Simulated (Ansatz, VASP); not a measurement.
# Cross-check of GePbO3 between VASP and Ansatz

Wanted: the spread between two codes on one cell, functional and k mesh. The cell is taken from a series of runs on this material, whose earlier steps may have relaxed, scaled, displaced or heated it; both programs get it as it stands.

Main program and level: Ansatz 0.2.0; plane waves, with VASP 6.6.1 beside it; zone-centre phonons at PBEsol.

**1. The starting structure**

It takes space group Pm-3m (No. 221, cubic). The conventional cell has a = 3.841 Å, b = 3.841 Å, c = 3.841 Å, α = 90.00°, β = 90.00°, γ = 90.00°. Nearest to Ge lie 6 O at 1.92 Å. Pb has 12 O at 2.72 Å nearest. Nearest to O lie 2 Ge at 1.92 Å and 4 Pb at 2.72 Å. Farther neighbours and most contacts between anions are not listed.

**2. Ansatz: zone-centre phonons, PBEsol**

Ansatz runs on its PAW soft_1 files.

Second derivatives magnify differences that forces hide, and they need a tight electronic threshold.

input.yaml

```yaml
crystal:
  lattice:
    - [3.8407227152, 0.0, 0.0]
    - [0.0, 3.8407227152, 0.0]
    - [0.0, 0.0, 3.8407227152]
  atoms:
    - { symbol: Ge, position: [0.5, 0.5, 0.5] }
    - { symbol: Pb, position: [0.0, 0.0, 0.0] }
    - { symbol: O, position: [0.0, 0.5, 0.5] }
    - { symbol: O, position: [0.5, 0.5, 0.0] }
    - { symbol: O, position: [0.5, 0.0, 0.5] }
kpoints:
  mp_grid: { grid: [12, 12, 12] }
hamiltonian:
  xc: pbesol
  pseudopotentials: { kind: paw, azcp: { folder: soft_1 }, xc_functional: pbe }
scf:
  occupations: { method: methfessel_paxton, width: 0.2 }
output:
  eigenvalues: true
phonons:
  method: dfpt
```

Started as:

```
$ ansatz run input.yaml --threads 4 --pin off --max-ram 10240MiB --backend cpu --events-out ev --progress --plain --runs-dir out
```

Numbers of over 12 decimals in the logs are rounded to 6 here.

Log:

```text
zone centre: on kpoints.mp_grid the ground state, and the responses unless they are solved on pairs of k-points, stand on 343 of the mesh's 1728 k-points, reduced under 8 symmetry operations, with k and −k counted as one. Each operation leaves every solved displacement unchanged or reverses it
Engine: ansatz 0.2.0, aarch64-unknown-linux-gnu
Pseudopotentials: kind: paw
Pseudopotential: Ge, paw, valence charge 14, recommended cutoff 420 eV (normal), soft_1/Ge.paw.azcp
Pseudopotential: Pb, paw, valence charge 14, recommended cutoff 420 eV (normal), soft_1/Pb.paw.azcp
Pseudopotential: O, paw, valence charge 6, recommended cutoff 420 eV (normal), soft_1/O.paw.azcp
Functional definition: PBEsol
  exchange = pbesol_x
  correlation = pbesol_c
Crystal: 5 atoms, lattice volume = 56.655 Å³
Basis set: ecut = 420 eV, 1141 PW (Γ), exchange–correlation on 54×54×54 points (8 copies of the dense FFT grid, shifted against one another)
Bands: 28, of which v1, the nominal top of the filled ones, is band 23 counted from 1 (22 counted from 0)
Symmetry: 48 space group operations
k-points: 343 of 1728 (irreducible under 8 space group operations)
Non-local potential: Ge, projectors of the file, l = 0: 2, l = 1: 2, l = 2: 3, l = 3: 1
Non-local potential: Pb, projectors of the file, l = 0: 2, l = 1: 2, l = 2: 2, l = 3: 1
Non-local potential: O, projectors of the file, l = 0: 2, l = 1: 2, l = 2: 1
PAW form: soft (Blöchl's): semilocal exchange-correlation on the pseudo side does not see the compensation charge
PAW frozen core: Ge, regenerated for the run's functional, and the local potential with it (the file was generated under x = pbe(κ = 0.804, μ = 0.219515), c = pbe(β = 0.066725))
PAW frozen core: Pb, regenerated for the run's functional, and the local potential with it (the file was generated under x = pbe(κ = 0.804, μ = 0.219515), c = pbe(β = 0.066725))
PAW frozen core: O, regenerated for the run's functional, and the local potential with it (the file was generated under x = pbe(κ = 0.804, μ = 0.219515), c = pbe(β = 0.066725))
PAW one-centre angular grid: Ge, 590 points (default); XC on 64 Gauss nodes
PAW one-centre angular grid: Pb, 590 points (default); XC on 64 Gauss nodes
PAW one-centre angular grid: O, 110 points (default); XC on 64 Gauss nodes
Initial density: superposition of atomic densities (chi_scale 0.1, normalization cell, long waves kept (reshape's long-wave potential 0.00 eV rms))
Initial wavefunctions: pseudopotential atomic-orbital guess
Functional: x = pbesol(κ = 0.804, μ = 0.123457), c = pbesol(β = 0.046)
SCF iter   1: F=—  HF=-17693.022581 eV  |F-HF|=—  |Δ(HF+E_count)|=         —  Δρ=7.88e-2  dr2=1.93e0  ethr=3.10e-3  ⟨swp⟩=6.0  Hψ=43848  notcnv=0
preconditioner: auto → Resta (q_TF=auto, 2.635 Å⁻¹)  ε∞=4.0  [insulator: Δε(μ)=0.313 eV  Ē_g=19.360 eV  σ=0.200 eV  W_gap=0.63  n_scr=18 (ndim 8)  ℏωp=33.5 eV  f_vac=0.000  D(μ)=0.09/eV (n_scr^D=0)  ε∞_Penn≈4.0]
SCF iter   2: F=—  HF=-17692.623197 eV  |F-HF|=—  |Δ(HF+E_count)|=   3.99e-1  S|Δr|=    0.00e0  Δρ=3.85e-2  dr2=2.99e-1  ethr=3.10e-3  ⟨swp⟩=2.8  Hψ=19431  notcnv=0  defer=332
preconditioner: auto → Kerker (q_TF=auto, 2.635 Å⁻¹)  [metal: Δε(μ)=0.062 eV  Ē_g=19.110 eV  σ=0.200 eV  W_gap=0.25  n_scr=18 (ndim 8)  ℏωp=33.5 eV  f_vac=0.000  D(μ)=0.11/eV (n_scr^D=0)]
SCF iter   3: F=—  HF=-17692.567766 eV  |F-HF|=—  |Δ(HF+E_count)|=   5.54e-2  S|Δr|=    0.00e0  Δρ=1.23e-2  dr2=4.72e-2  ethr=6.50e-4  ⟨swp⟩=2.0  Hψ=10584  notcnv=0  defer=332
SCF iter   4: F=—  HF=-17692.562697 eV  |F-HF|=—  |Δ(HF+E_count)|=   5.07e-3  S|Δr|=    0.00e0  Δρ=2.15e-3  dr2=2.80e-3  ethr=1.03e-4  ⟨swp⟩=2.4  Hψ=14382  notcnv=0  defer=332
SCF iter   5: F=—  HF=-17692.563281 eV  |F-HF|=—  |Δ(HF+E_count)|=   5.83e-4  S|Δr|=    0.00e0  Δρ=9.76e-4  dr2=6.90e-4  ethr=6.10e-6  ⟨swp⟩=2.0  Hψ=15988  notcnv=0  defer=332
SCF iter   6: F=—  HF=-17692.563096 eV  |F-HF|=—  |Δ(HF+E_count)|=   1.84e-4  S|Δr|=    0.00e0  Δρ=3.09e-4  dr2=1.37e-4  ethr=1.50e-6  ⟨swp⟩=2.4  Hψ=16964  notcnv=0  defer=332
SCF iter   7: F=—  HF=-17692.563052 eV  |F-HF|=—  |Δ(HF+E_count)|=   4.41e-5  S|Δr|=    0.00e0  Δρ=1.21e-4  dr2=1.07e-5  ethr=2.98e-7  ⟨swp⟩=2.0  Hψ=16883  notcnv=0  defer=332
SCF iter   8: F=—  HF=-17692.563053 eV  |F-HF|=—  |Δ(HF+E_count)|=   9.72e-7  S|Δr|=    0.00e0  Δρ=2.34e-5  dr2=3.17e-7  ethr=2.32e-8  ⟨swp⟩=2.0  Hψ=17104  notcnv=0  defer=332
SCF iter   9: F=—  HF=-17692.563053 eV  |F-HF|=—  |Δ(HF+E_count)|=   2.94e-7  S|Δr|=    0.00e0  Δρ=4.01e-6  dr2=7.64e-9  ethr=6.89e-10  ⟨swp⟩=2.0  Hψ=16529  notcnv=0  defer=332
SCF iter  10: F=—  HF=-17692.563053 eV  |F-HF|=—  |Δ(HF+E_count)|=  8.69e-10  S|Δr|=    0.00e0  Δρ=1.76e-6  dr2=1.52e-9  ethr=1.66e-11  ⟨swp⟩=2.0  Hψ=17039  notcnv=0  defer=332
SCF iter  11: F=—  HF=-17692.563053 eV  |F-HF|=—  |Δ(HF+E_count)|=  1.27e-10  S|Δr|=    0.00e0  Δρ=8.67e-7  dr2=3.87e-10  ethr=3.31e-12  ⟨swp⟩=2.0  Hψ=15447  notcnv=0  defer=332
SCF iter  12: F=—  HF=-17692.563053 eV  |F-HF|=—  |Δ(HF+E_count)|=  5.46e-11  S|Δr|=    0.00e0  Δρ=2.97e-7  dr2=2.99e-11  ethr=1.00e-12  ⟨swp⟩=2.0  Hψ=15053  notcnv=0  defer=332
SCF iter  13: F=-17692.563053 eV  HF=-17692.563053 eV  |F-HF|=3.64e-12  |Δ(HF+E_count)|=  7.28e-12  S|Δr|=    0.00e0  Δρ=4.78e-8  dr2=1.03e-12  ethr=1.00e-12  ⟨swp⟩=11.3  Hψ=49703  notcnv=0
SCF 1 converged in 13 iterations: F = -17692.563053 eV  dr2 = 1.03e-12
  greatest PAW one-centre occupation: 0.999 electrons in one spin orbital (limit 2), on the Ge atom at site 0 (counted from 0), in its partial waves of l = 2
DFPT response loops at Γ: preconditioner auto → Kerker (q_TF=auto, 2.635 Å⁻¹) (partly filled bands, converged f_vac=0.000); β = 1.00, the filter's whole step (`scf.mixing.beta` (0.50) is not read by the response loops under this deck's `scf.mixing.preconditioner`; to damp them name `kerker` or `kerker_dos`, under which they read `scf.mixing.beta`, and type it under 1.00, their step now; both keys bind the ground state too); Broyden in place of MSR1
SCF converged after 13 iterations
Stability not checked: this state was not tested for a lower state beside it, because cold or Methfessel-Paxton smearing, or corrected tetrahedra, fill the levels in a way that the test cannot read (fill_not_monotonic; see scf.lower_state_search)
Free energy (F): -17692.563053 eV
Harris-Foulkes:  -17692.563053 eV  (|F-HF|=3.64e-12)
Internal energy: -17692.566893 eV  (E = F + TS)
E sigma→0 (E₀):  -17692.564013 eV
Entropy (-TS):   0.003841 eV (0.768 meV/atom)
Fermi energy:    11.569865 eV
Step filling:    the computed levels leave a gap of 0.0000 eV = 0.0 smearing widths at the electron count; against every level under it full and every level over it empty, smearing changes F+E_penalty+E_count by +0.460 meV and its σ→0 estimate by -0.500 meV
--- Per-component energies (eV) ---
  E_band       = -40.650445
  E_kinetic    = 892.527485
  E_local      = -3499.580776  (includes V_loc(G=0)·N_el)
  E_nonlocal   = 693.586538
  E_hartree    = 1526.055245
  E_xc         = -488.901955
  E_vxc        = -477.684521  (∫ρ·V_xc dr)
  E_paw        = -12691.770377  (= ΣΔE_a)
  E_vpaw       = -701.612002  (= ΣTr[D̂ρ^β])
  E_aug_tail   = 0.002342  (compensation charges beyond the density's cutoff)
  E_ewald      = -4125.571368
  E_core_change = 1.085972  (= ΣΔE_core)
  E_smearing   = 0.003841  (= −TS)
  E_closure    = -0.000000  (closes the sum)
  Σ components = -17692.563053   (vs F -17692.563053, Δ=0.00e0)
--- Band table (eV; the first three rows and the last of 343) ---
  k-point 0: bands = [... 19 lower, 9.7952, 9.9601, 9.9601, 9.9601, 11.2100, 19.9457, 19.9457, 19.9457, ... 1 higher]
  k-point 1: bands = [... 19 lower, 9.7647, 9.9446, 9.9535, 9.9535, 11.6256, 19.3542, 19.8111, 19.8111, ... 1 higher]
  k-point 2: bands = [... 19 lower, 9.6255, 9.9023, 9.9872, 9.9872, 12.4806, 18.2606, 19.4840, 19.4840, ... 1 higher]
  k-point 342: bands = [... 19 lower, 9.6198, 11.2292, 11.2292, 11.2292, 18.3532, 18.3532, 18.3532, 18.9483, ... 1 higher]
--- Phonons (Γ-DFPT): 4 representative perturbations + reference, on 343 of 1728 k-points (Σ response iterations 13) ---
  k mesh reduced under 8 symmetry operations, with k and −k counted as one. Each operation leaves every solved displacement unchanged or reverses it
  ASR residual: 1.876e-5 → 0.000e0 eV/Å²; symmetrization residual: 6.434e-6 eV/Å²
  ASR residual per site (eV/Å²): 1.46e-5 1.88e-5 8.26e-6 8.26e-6 8.26e-6
  Γ frequencies (cm⁻¹): 0.00 0.00 0.00 48.29 48.29 48.29 202.82 202.82 202.82 270.75 270.75 270.75 557.37 557.37 557.37
  non-analytic LO–TO correction: not included (Born effective charges unavailable; polar crystals: no LO–TO splitting at Γ)
```

[end of part 1 of 3]

[Lines on the potential files, build, host, timing and source positions are cut from VASP's logs without a mark.]

[Logs are printed without paths, hosts, clocks, repeated set-up lines and the standing remarks that a program may print on its own settings, such as how far it seeks lower states.]

[Hosts, paths, dates, database ids (printed as entryN), source tags and the programs' standing remarks are cut or masked in the printed files.]
